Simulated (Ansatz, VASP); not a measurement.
# Cross-check of SnSeS between VASP and Ansatz, part 2 of 2

One calculation is typed for both programs; each brings its own data sets. How far apart do they land? The cell is taken from a series of runs on this material, whose earlier steps may have relaxed, scaled, displaced or heated it; both programs get it as it stands.

VASP 6.6.1 and Ansatz 0.2.0.

So far: The structure; Ansatz: zone-centre phonons, PBEsol.

### Step 3. VASP: zone-centre phonons, PBEsol

Level of this step: PBEsol; plane waves and PAW (Sn_d, Se, S) (VASP).

The same cell, functional and mesh now go to VASP, with its own data sets.

Lines of VASP's logs that name or quote its potential files are left out, and so is its time.

INCAR

```
SYSTEM = SnSeS
PREC = Accurate
ENCUT = 500
EDIFF = 1E-08
NELM = 120
ISMEAR = 0
SIGMA = 0.01
LREAL = .FALSE.
ALGO = Normal
GGA = PS
NBANDS = 19
LORBIT = 11
LWAVE = .FALSE.
LCHARG = .FALSE.
ISIF = 2
IBRION = 8
LASPH = .TRUE.
GGA_COMPAT = .FALSE.
EFERMI = MIDGAP
KPAR = 2
```

POSCAR

```
SnSeS
1.0
    3.7338239197     -0.0000002866      0.0000000000
   -1.8669117116      3.2335865110      0.0000000000
    0.0000000000      0.0000000000      6.1057871006
Sn Se S
1 1 1
Direct
    0.3333333333      0.6666666667      0.0078435072
    0.0000000000      0.0000000000      0.7454315222
    0.6666666667      0.3333333333      0.2467259705
```

KPOINTS

```
Automatic mesh
0
Gamma
9 9 4
0 0 0
```

The projector-augmented-wave data sets are Sn_d, Se and S (PBE family, release 64).

Run with:

```sh
> mpirun -np 2 vasp_std
```

Numbers of over 12 decimals in the logs are rounded to 6 here.

The program printed:

```text
[banner, memory and clock lines left out]
running    2 mpi-ranks, on    1 nodes
 distrk:  each k-point on    1 cores,    2 groups
 distr:  one band on    1 cores,    1 groups

 POSCAR found type information on POSCAR SnSeS
 POSCAR found :  3 types and       3 ions
|                                                                             |
|               ----> ADVICE to this user running VASP <----                  |
|                                                                             |
|     You enforced a specific xc type in the INCAR file but a different       |
|     [... a line on the potential file left out ...]
|     I HOPE YOU KNOW WHAT YOU ARE DOING!                                     |
|                                                                             |

 LDA part: xc-table for (Slater+PW92), standard interpolation
 POSCAR, INCAR and KPOINTS ok, starting setup
 FFT: planning ... GRIDC
 FFT: planning ... GRID_SOFT
 FFT: planning ... GRID
 WAVECAR not read
 entering main loop
       N       E                     dE             d eps       ncg     rms          rms(c)
DAV:   1     0.204953576615E+03    0.20495E+03   -0.12258E+04  1652   0.158E+03
DAV:   2     0.994865952067E+01   -0.19500E+03   -0.18873E+03  1697   0.387E+02
DAV:   3    -0.131724310259E+02   -0.23121E+02   -0.22699E+02  2111   0.120E+02
DAV:   4    -0.139339035184E+02   -0.76147E+00   -0.76007E+00  1927   0.226E+01
DAV:   5    -0.139510096857E+02   -0.17106E-01   -0.17103E-01  2272   0.372E+00    0.679E+00
DAV:   6    -0.136179246129E+02    0.33309E+00   -0.69971E-01  2464   0.941E+00    0.461E+00
DAV:   7    -0.135887207336E+02    0.29204E-01   -0.19686E-01  1973   0.316E+00    0.137E+00
DAV:   8    -0.135865278027E+02    0.21929E-02   -0.18449E-02  2162   0.129E+00    0.414E-01
DAV:   9    -0.135865303411E+02   -0.25384E-05   -0.20591E-03  1848   0.326E-01    0.127E-01
DAV:  10    -0.135865367870E+02   -0.64458E-05   -0.27341E-04  2128   0.963E-02    0.556E-02
DAV:  11    -0.135865576319E+02   -0.20845E-04   -0.47766E-05  1778   0.409E-02    0.164E-02
DAV:  12    -0.135865582933E+02   -0.66143E-06   -0.36237E-06  2154   0.142E-02    0.808E-03
DAV:  13    -0.135865594505E+02   -0.11571E-05   -0.16776E-06  1784   0.793E-03    0.252E-03
DAV:  14    -0.135865595311E+02   -0.80618E-07   -0.10631E-07  2135   0.269E-03    0.895E-04
DAV:  15    -0.135865595198E+02    0.11311E-07   -0.48204E-08  1764   0.135E-03    0.545E-04
DAV:  16    -0.135865595211E+02   -0.13056E-08   -0.18769E-09  1218   0.327E-04
   1 F= -.13586560E+02 E0= -.13586560E+02  d E =0.000000E+00
 Linear response reoptimize wavefunctions to high precision
DAV:   1    -0.135865595176E+02    0.35202E-08   -0.18432E-09  1588   0.240E-04
DAV:   2    -0.135865595176E+02   -0.45475E-10   -0.75294E-11  1081   0.648E-05
 Linear response DOF=           6
 Linear response progress:
  Degree of freedom:   1/  6
       N       E                     dE             d eps       ncg     rms          rms(c)
RMM:   1    -0.208805703666E+00   -0.20881E+00    0.89374E-01  7340   0.139E+01
RMM:   2    -0.214210299853E+00   -0.54046E-02   -0.14287E-02 11218   0.942E-01    0.835E-02
RMM:   3    -0.214087369425E+00    0.12293E-03   -0.10829E-03 12142   0.239E-01    0.467E-02
RMM:   4    -0.213792864347E+00    0.29451E-03   -0.95890E-05 12446   0.740E-02    0.177E-02
RMM:   5    -0.213702546313E+00    0.90318E-04   -0.89884E-06 12657   0.255E-02    0.585E-03
RMM:   6    -0.213706164914E+00   -0.36186E-05   -0.48297E-07 13205   0.872E-03    0.187E-03
RMM:   7    -0.213712075743E+00   -0.59108E-05    0.34971E-07 13511   0.303E-03    0.603E-04
RMM:   8    -0.213714532586E+00   -0.24568E-05    0.80875E-07 13254   0.126E-03    0.989E-05
RMM:   9    -0.213714246468E+00    0.28612E-06    0.23304E-07 13866   0.527E-04    0.346E-05
RMM:  10    -0.213714218171E+00    0.28297E-07    0.24897E-07 13337   0.244E-04    0.175E-05
RMM:  11    -0.213714079741E+00    0.13843E-06    0.10812E-07 14128   0.118E-04    0.691E-06
RMM:  12    -0.213714000310E+00    0.79431E-07    0.74952E-08 13324   0.609E-05    0.384E-06
RMM:  13    -0.213714009059E+00   -0.87488E-08    0.35511E-08 13407   0.332E-05    0.289E-06
 first order change of Fermi-energy   0.80061E-01
 force on displaced ion       1 direction 1 :  -5.651  -0.000   0.000
 Linear response progress:
  Degree of freedom:   2/  6
       N       E                     dE             d eps       ncg     rms          rms(c)
RMM:   1    -0.224645157424E+00   -0.22465E+00    0.94387E-01  1961   0.143E+01
RMM:   2    -0.228767659105E+00   -0.41225E-02   -0.15423E-02  2964   0.922E-01    0.157E-01
RMM:   3    -0.227770790892E+00    0.99687E-03   -0.10913E-03  3171   0.258E-01    0.899E-02
RMM:   4    -0.227064127960E+00    0.70666E-03   -0.23277E-04  3221   0.101E-01    0.374E-02
RMM:   5    -0.226698521333E+00    0.36561E-03   -0.82349E-05  3240   0.575E-02    0.109E-02
RMM:   6    -0.226686519784E+00    0.12002E-04   -0.88064E-06  3443   0.189E-02    0.509E-03
RMM:   7    -0.226735365153E+00   -0.48845E-04   -0.17919E-06  3277   0.860E-03    0.101E-03
RMM:   8    -0.226729141830E+00    0.62233E-05   -0.21876E-07  3269   0.326E-03    0.613E-04
RMM:   9    -0.226736090074E+00   -0.69482E-05    0.77098E-09  3283   0.119E-03    0.922E-05
RMM:  10    -0.226735280651E+00    0.80942E-06    0.11038E-07  3557   0.476E-04    0.541E-05
RMM:  11    -0.226735926010E+00   -0.64536E-06    0.10535E-07  3419   0.185E-04    0.110E-05
RMM:  12    -0.226735912528E+00    0.13482E-07    0.35656E-08  3667   0.728E-05    0.721E-06
RMM:  13    -0.226735974240E+00   -0.61712E-07    0.22530E-08  3493   0.309E-05    0.220E-06
RMM:  14    -0.226735978596E+00   -0.43561E-08    0.36936E-09  3656   0.126E-05    0.147E-06
 first order change of Fermi-energy   0.14562E+01
 force on displaced ion       1 direction 3 :   0.000  -0.000 -16.216
 Linear response progress:
  Degree of freedom:   3/  6
       N       E                     dE             d eps       ncg     rms          rms(c)
RMM:   1    -0.790897915359E-01   -0.79090E-01    0.54160E-02 14148   0.142E+00
RMM:   2    -0.789728790957E-01    0.11691E-03   -0.18312E-03 10581   0.275E-01    0.857E-02
RMM:   3    -0.792141749765E-01   -0.24130E-03   -0.25392E-04 12087   0.841E-02    0.443E-02
RMM:   4    -0.795101370795E-01   -0.29596E-03   -0.58728E-05 11968   0.473E-02    0.726E-03
RMM:   5    -0.795217326894E-01   -0.11596E-04   -0.34664E-06 12469   0.115E-02    0.338E-03
RMM:   6    -0.795123201334E-01    0.94126E-05   -0.26759E-07 12519   0.312E-03    0.126E-03
RMM:   7    -0.795135672100E-01   -0.12471E-05   -0.47184E-08 12840   0.973E-04    0.301E-04
RMM:   8    -0.795138770545E-01   -0.30984E-06    0.46981E-09 13041   0.313E-04    0.682E-05
RMM:   9    -0.795135777036E-01    0.29935E-06    0.49855E-08 13037   0.107E-04    0.114E-05
RMM:  10    -0.795135707506E-01    0.69531E-08    0.24343E-08 13303   0.297E-05    0.430E-06
 first order change of Fermi-energy  -0.23847E-01
 force on displaced ion       2 direction 1 :  -3.759  -0.000   0.000
 Linear response progress:
  Degree of freedom:   4/  6
       N       E                     dE             d eps       ncg     rms          rms(c)
RMM:   1    -0.100222395517E+00   -0.10022E+00    0.59125E-02  3624   0.154E+00
RMM:   2    -0.986470856167E-01    0.15753E-02   -0.21159E-03  2933   0.253E-01    0.106E-01
RMM:   3    -0.984877702137E-01    0.15932E-03   -0.31923E-04  3148   0.905E-02    0.474E-02
RMM:   4    -0.984744985353E-01    0.13272E-04   -0.48428E-05  3195   0.420E-02    0.233E-02
RMM:   5    -0.984941117915E-01   -0.19613E-04   -0.18591E-05  3137   0.242E-02    0.668E-03
RMM:   6    -0.984956860798E-01   -0.15743E-05   -0.99302E-07  3289   0.617E-03    0.270E-03
RMM:   7    -0.984963302054E-01   -0.64413E-06   -0.84541E-08  3206   0.195E-03    0.490E-04
RMM:   8    -0.984964195400E-01   -0.89335E-07    0.41335E-09  3091   0.688E-04    0.207E-04
RMM:   9    -0.984966381669E-01   -0.21863E-06    0.10224E-08  2990   0.350E-04    0.560E-05
RMM:  10    -0.984965721554E-01    0.66011E-07   -0.34226E-08  3489   0.101E-04    0.181E-05
RMM:  11    -0.984965682827E-01    0.38727E-08   -0.73859E-08  3269   0.336E-05    0.478E-06
 first order change of Fermi-energy  -0.89193E+00
 force on displaced ion       2 direction 3 :   0.000  -0.000  -9.398
 Linear response progress:
  Degree of freedom:   5/  6
       N       E                     dE             d eps       ncg     rms          rms(c)
RMM:   1    -0.103140438193E+00   -0.10314E+00    0.26462E-02 14304   0.186E+00
RMM:   2    -0.102466865593E+00    0.67357E-03   -0.22772E-03 10811   0.337E-01    0.120E-01
RMM:   3    -0.102836157614E+00   -0.36929E-03   -0.34994E-04 11885   0.104E-01    0.547E-02
RMM:   4    -0.103188217703E+00   -0.35206E-03   -0.81159E-05 11991   0.538E-02    0.121E-02
RMM:   5    -0.103203843147E+00   -0.15625E-04   -0.52989E-06 12290   0.146E-02    0.583E-03
RMM:   6    -0.103190824550E+00    0.13019E-04   -0.51799E-07 12471   0.432E-03    0.298E-03
RMM:   7    -0.103199601855E+00   -0.87773E-05   -0.51180E-07 12243   0.166E-03    0.431E-04
RMM:   8    -0.103198711357E+00    0.89050E-06    0.18272E-06 13543   0.540E-04    0.131E-04
RMM:   9    -0.103197977127E+00    0.73423E-06    0.43960E-07 12628   0.184E-04    0.476E-05
RMM:  10    -0.103198354253E+00   -0.37713E-06   -0.12688E-07 12896   0.676E-05    0.133E-05
RMM:  11    -0.103198400923E+00   -0.46670E-07    0.44865E-07 13424   0.219E-05    0.531E-06
RMM:  12    -0.103198380201E+00    0.20722E-07    0.78155E-08 12676   0.696E-06    0.931E-07
RMM:  13    -0.103198376452E+00    0.37490E-08   -0.38184E-08 10083   0.274E-06    0.134E-07
 first order change of Fermi-energy  -0.32875E-01
 force on displaced ion       3 direction 1 :  -3.335  -0.001   0.000
 Linear response progress:
  Degree of freedom:   6/  6
       N       E                     dE             d eps       ncg     rms          rms(c)
RMM:   1    -0.124731331660E+00   -0.12473E+00    0.17149E-02  3698   0.196E+00
RMM:   2    -0.122005359849E+00    0.27260E-02   -0.26996E-03  2963   0.301E-01    0.158E-01
RMM:   3    -0.121891685269E+00    0.11367E-03   -0.29613E-04  3135   0.953E-02    0.681E-02
RMM:   4    -0.121930352212E+00   -0.38667E-04   -0.64518E-05  3209   0.481E-02    0.270E-02
RMM:   5    -0.121968397413E+00   -0.38045E-04   -0.15038E-05  3147   0.226E-02    0.819E-03
RMM:   6    -0.121962589621E+00    0.58078E-05   -0.15518E-06  3181   0.717E-03    0.165E-03
RMM:   7    -0.121965225859E+00   -0.26362E-05   -0.21720E-08  3185   0.177E-03    0.812E-04
RMM:   8    -0.121968123659E+00   -0.28978E-05    0.14823E-07  3047   0.805E-04    0.133E-04
RMM:   9    -0.121967737239E+00    0.38642E-06    0.88137E-07  3229   0.305E-04    0.793E-05
RMM:  10    -0.121967415109E+00    0.32213E-06   -0.24362E-07  3191   0.132E-04    0.143E-05
RMM:  11    -0.121967528003E+00   -0.11289E-06   -0.39522E-07  3381   0.441E-05    0.755E-06
RMM:  12    -0.121967512011E+00    0.15992E-07    0.18894E-07  3168   0.187E-05    0.221E-06
RMM:  13    -0.121967521250E+00   -0.92390E-08    0.17169E-09  3546   0.608E-06    0.805E-07
 first order change of Fermi-energy  -0.55177E+00
 force on displaced ion       3 direction 3 :  -0.000  -0.000  -8.827
 Linear response finished
```

From OUTCAR (step 3):

```text
ion  position               nearest neighbor table
   1  0.333  0.667  0.008-   3 2.60   3 2.60   3 2.60   2 2.69   2 2.69   2 2.69
   2  0.000  0.000  0.745-   1 2.69   1 2.69   1 2.69
   3  0.667  0.333  0.247-   1 2.60   1 2.60   1 2.60

  LATTYP: Found a hexagonal cell.
 ALAT       =     3.7338239197
 C/A-ratio  =     1.6352638024

 Subroutine GETGRP returns: Found  6 space group operations
 (whereof  6 operations were pure point group operations)

The static configuration has the point symmetry C_3v.

 Found     43 irreducible k-points:

   k-points           NKPTS =     43   k-points in BZ     NKDIM =     43   number of bands    NBANDS=     19

   dimension x,y,z NGX =    28 NGY =   28 NGZ =   48
   dimension x,y,z NGXF=    56 NGYF=   56 NGZF=   96

   ENCUT  =  500.0 eV  36.75 Ry    6.06 a.u.   6.81  6.81 11.13*2*pi/ulx,y,z

   NELECT =      26.0000    total number of electrons

 k-points in reciprocal lattice and weights: Automatic mesh
   0.00000000  0.00000000  0.00000000       0.003
   0.11111111 -0.00000000  0.00000000       0.019
   0.22222222 -0.00000000  0.00000000       0.019
   0.33333333 -0.00000000  0.00000000       0.019
   0.44444444 -0.00000000  0.00000000       0.019
   0.11111111  0.11111111  0.00000000       0.019
   0.22222222  0.11111111  0.00000000       0.037
   0.33333333  0.11111111  0.00000000       0.037
   0.44444444  0.11111111  0.00000000       0.019
[...]
0.33333333  0.22222222  0.50000000       0.037
   0.33333333  0.33333333  0.50000000       0.006

 average (electrostatic) potential at core
       1-102.2271       2 -52.9648       3 -86.5838

  Total        0.0123633      0.0123633      0.0243740      0.0000000     -0.0000000      0.0000000
  in kB        0.2686990      0.2686990      0.5297334      0.0000000     -0.0000000      0.0000000
  external PRESSURE =       0.3557105 kB  Pullay stress =       0.0000000 kB

  energy-cutoff  :      500.00
  volume of cell :       73.72
      direct lattice vectors                 reciprocal lattice vectors
     3.733823920 -0.000000287  0.000000000     0.267821961  0.154627054  0.000000000
    -1.866911712  3.233586511  0.000000000     0.000000024  0.309254149  0.000000000
     0.000000000  0.000000000  6.105787101     0.000000000  0.000000000  0.163779048

 POSITION                                       TOTAL-FORCE (eV/Angst)
 -----------------------------------------------------------------------------------
      0.00000      2.15572      0.04789        -0.000000     -0.000000      0.017028
      0.00000      0.00000      4.55145         0.000000     -0.000000     -0.020277
      1.86691      1.07786      1.50646         0.000000      0.000000      0.003249
 -----------------------------------------------------------------------------------
    total drift:                               -0.000000     -0.000000     -0.000113

 Eigenvectors and eigenvalues of the dynamical matrix
 ----------------------------------------------------

   1 f  =    9.301573 THz    58.443507 2PiTHz  310.267078 cm-1    38.468198 meV
             X         Y         Z           dx          dy          dz
      0.000000  2.155724  0.047891     0.000000   -0.000000   -0.537370
      0.000000  0.000000  4.551446     0.000000   -0.000000    0.127754
      1.866912  1.077862  1.506456    -0.000000    0.000000    0.833614

   2 f  =    6.575171 THz    41.313018 2PiTHz  219.324098 cm-1    27.192710 meV
             X         Y         Z           dx          dy          dz
      0.000000  2.155724  0.047891     0.000000   -0.000000   -0.440857
      0.000000  0.000000  4.551446     0.000000   -0.000000    0.800097
      1.866912  1.077862  1.506456    -0.000000    0.000000   -0.406805

   3 f  =    5.566237 THz    34.973699 2PiTHz  185.669683 cm-1    23.020096 meV
             X         Y         Z           dx          dy          dz
      0.000000  2.155724  0.047891     0.396544    0.271995    0.000000
      0.000000  0.000000  4.551446    -0.024546   -0.016836    0.000000
      1.866912  1.077862  1.506456    -0.722635   -0.495666    0.000000

   4 f  =    5.566237 THz    34.973699 2PiTHz  185.669683 cm-1    23.020096 meV
             X         Y         Z           dx          dy          dz
      0.000000  2.155724  0.047891     0.271995   -0.396544    0.000000
      0.000000  0.000000  4.551446    -0.016836    0.024546   -0.000000
      1.866912  1.077862  1.506456    -0.495666    0.722635    0.000000

   5 f  =    4.207801 THz    26.438393 2PiTHz  140.357131 cm-1    17.402059 meV
             X         Y         Z           dx          dy          dz
      0.000000  2.155724  0.047891    -0.414395   -0.284241    0.000000
      0.000000  0.000000  4.551446     0.667673    0.457968    0.000000
      1.866912  1.077862  1.506456    -0.250077   -0.171532    0.000000

   6 f  =    4.207801 THz    26.438393 2PiTHz  140.357131 cm-1    17.402059 meV
             X         Y         Z           dx          dy          dz
      0.000000  2.155724  0.047891    -0.284241    0.414395    0.000000
      0.000000  0.000000  4.551446     0.457968   -0.667673   -0.000000
      1.866912  1.077862  1.506456    -0.171532    0.250077    0.000000

   7 f/i=    0.001272 THz     0.007989 2PiTHz    0.042414 cm-1     0.005259 meV
             X         Y         Z           dx          dy          dz
      0.000000  2.155724  0.047891    -0.000000    0.000000    0.718942
      0.000000  0.000000  4.551446    -0.000000    0.000000    0.586110
      1.866912  1.077862  1.506456    -0.000000    0.000000    0.373627

   8 f/i=    0.004645 THz     0.029188 2PiTHz    0.154954 cm-1     0.019212 meV
             X         Y         Z           dx          dy          dz
      0.000000  2.155724  0.047891     0.577233   -0.427851    0.000000
      0.000000  0.000000  4.551446     0.470913   -0.349046    0.000000
      1.866912  1.077862  1.506456     0.300760   -0.222926    0.000000

   9 f/i=    0.004645 THz     0.029188 2PiTHz    0.154954 cm-1     0.019212 meV
             X         Y         Z           dx          dy          dz
      0.000000  2.155724  0.047891    -0.427851   -0.577233   -0.000000
      0.000000  0.000000  4.551446    -0.349046   -0.470913   -0.000000
      1.866912  1.077862  1.506456    -0.222926   -0.300760   -0.000000

 ELASTIC MODULI CONTR FROM IONIC RELAXATION (kBar)
 Direction    XX          YY          ZZ          XY          YZ          ZX
 --------------------------------------------------------------------------------
 XX        -173.7749   -156.9722   -397.6679     -0.0000     35.7909      0.0000
 YY        -156.9722   -173.7749   -397.6679     -0.0000    -35.7909     -0.0000
 ZZ        -397.6679   -397.6679   -956.3576     -0.0000     -0.0000      0.0000
 XY          -0.0000     -0.0000     -0.0000     -8.4013     -0.0000     44.5472
 YZ          35.7909    -35.7909     -0.0000     -0.0000   -231.8606     -0.0000
 ZX           0.0000     -0.0000      0.0000     44.5472     -0.0000   -370.2323
 --------------------------------------------------------------------------------
```

### Step 4. Differences

Known differences besides the potentials themselves: fixed occupations in Ansatz, narrow Gaussian smearing in VASP; VASP's run holds the zone centre alone; the data sets hold 36 valence electrons in Ansatz (on its PAW soft_1 files) and 26 in VASP; the cutoff is 420 eV in Ansatz and 500 eV in VASP; Ansatz makes its cores anew for this functional, VASP keeps those of its PBE data sets. Total energies have different zeros and are not compared.

The two programs side by side:

| quantity | Ansatz | VASP | difference |
| --- | --- | --- | --- |
| optical mode 1 to 2 (cm⁻¹) | 140.0 | 140.4 | -0.28 % |
| optical mode 3 to 4 (cm⁻¹) | 186.9 | 185.7 | +0.68 % |
| optical mode 5 (cm⁻¹) | 218.7 | 219.3 | -0.29 % |
| optical mode 6 (cm⁻¹) | 309.6 | 310.3 | -0.23 % |

Modes are paired by rising frequency, not by their patterns, so a pair may set unlike modes beside each other; they are those without the splitting of longitudinal modes.

### Step 5. Summary of results

* r.m.s. difference of the optical zone-centre modes, each program's sorted by frequency (zone-centre phonons, PBEsol): 0.86 cm⁻¹
* difference in optical mode 3 to 4 (zone-centre phonons, PBEsol): +0.7 %

The r.m.s. difference of the optical zone-centre modes, each program's sorted by frequency is 0.86 cm⁻¹ (zone-centre phonons, PBEsol). The data sets hold unlike numbers of valence electrons (36 in Ansatz and 26 in VASP), so part of the differences comes from the potentials. Among the rows given in per cent, the largest difference of the zone-centre phonons, PBEsol pair is in optical mode 3 to 4, +0.7 %. Such differences can come from data sets, numerical settings and the points named under the comparisons, not from the functional's error against experiment.

[Lines on the potential files, build, host, timing and source positions are cut from VASP's logs without a mark.]

[Logs are printed without paths, hosts, clocks, repeated set-up lines and the standing remarks that a program may print on its own settings, such as how far it seeks lower states.]

[Hosts, paths, dates, database ids (printed as entryN), source tags and the programs' standing remarks are cut or masked in the printed files.]
